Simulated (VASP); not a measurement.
Input for VASP

**KPOINTS**
```
Automatic mesh
0
Gamma
8 8 8
0 0 0
```

**INCAR**
```
# general
SYSTEM =Pt3Ti
PREC   =Accurate
ENCUT  =500   # plane-wave cut-off (eV)
LREAL  =F
LASPH  =T

# electronic loop
EDIFF  =1E-6
NELM   =100   # most electronic steps
ALGO   =Normal   # blocked Davidson
LMAXMIX=6   # l cut-off of mixed one-centre charges

# smearing
ISMEAR =1   # Methfessel-Paxton
SIGMA  =0.1

# functional
GGA    =PE

# ions
IBRION =2   # conjugate gradients
NSW    =40   # most ionic steps
ISIF   =3   # ions, shape and volume
EDIFFG =-0.02   # ionic stop
PSTRESS=450

# output
LWAVE  =F
LCHARG =F
```

File POSCAR:
```
Pt3Ti
1.0
  3.7714517564   0.0000000000   0.0000000000
  0.0000000000   3.7714517564   0.0000000000
  0.0000000000   0.0000000000   3.7714517564
Ti Pt
1 3
Cart
  0.0000000000   0.0000000000   0.0000000000
  0.0000000000   1.8857258782   1.8857258782
  1.8857258782   0.0000000000   1.8857258782
  1.8857258782   1.8857258782   0.0000000000
```

POTCAR, in this order: Ti_sv Pt (PBE.64 set). Program: vasp_std.

Q: Write an equivalent input for Ansatz.

A: One equivalent input (not run):
Ansatz 0.2 input:
```yaml
crystal:
  lattice:
    - [3.7714518, 0.0000000, 0.0000000]
    - [0.0000000, 3.7714518, 0.0000000]
    - [0.0000000, 0.0000000, 3.7714518]
  atoms:
    - { symbol: Ti, position: [0.0000000, 0.0000000, 0.0000000] }
    - { symbol: Pt, position: [0.0000000, 0.5000000, 0.5000000] }
    - { symbol: Pt, position: [0.5000000, 0.0000000, 0.5000000] }
    - { symbol: Pt, position: [0.5000000, 0.5000000, 0.0000000] }
kpoints:
  mp_grid: { grid: [8, 8, 8] }
hamiltonian:
  xc: pbe
  pseudopotentials: { kind: paw }
scf:
  occupations: { method: methfessel_paxton, width: 0.1 }
  max_iter: 100
relax:
  max_steps: 40
  f_tol: 0.02
  cell: { p_target: 45 }
output: { forces: true, stress: true, eigenvalues: true }
```
Limits of the translation: each code has its own PAW files, so the cut-off isn't converted (ENCUT is set for VASP's; basis.ecutwfc is left out, and Ansatz then takes the one that its files recommend); Ansatz stops its SCF on the density residual and VASP on the energy change (EDIFF).

The compound is Pt3Ti in the L1_2 structure. It was relaxed first under an external pressure of 45 GPa.
